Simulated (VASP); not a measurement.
```
TaN
1.0
    0.00000     2.35891     2.35891
    2.35891     0.00000     2.35891
    2.35891     2.35891     0.00000
Ta N
1 1
Direct
  0.00000   0.00000   0.00000
  0.25000   0.25000   0.25000
```

Calculation: PBEsol GGA, VASP's PBE PAW potentials (set 64) (plane waves; VASP). Numerical set-up: 520 eV cut-off, 15×15×15 Γ-centred mesh, tetrahedra with Blöchl corrections, potentials Ta_pv N.

Unless said otherwise, spin-orbit coupling is left out, though it shifts the bands of the heavy elements here.

Problem. What does the run give for the energy per atom (σ→0), band gap (on the k-mesh) with the smallest direct gap where there is one?

Solution. 
The band gap (on the k-mesh) is none (metal, semimetal or under 0.01 eV) and the energy per atom (σ→0) is -11359 meV/atom.

Only differences to runs with the same potentials and settings are physical.

The structure was generated: TaN was put into the zinc blende type (F-43m), which need not be its known phase. It was relaxed first, which changed the volume by -39 %.
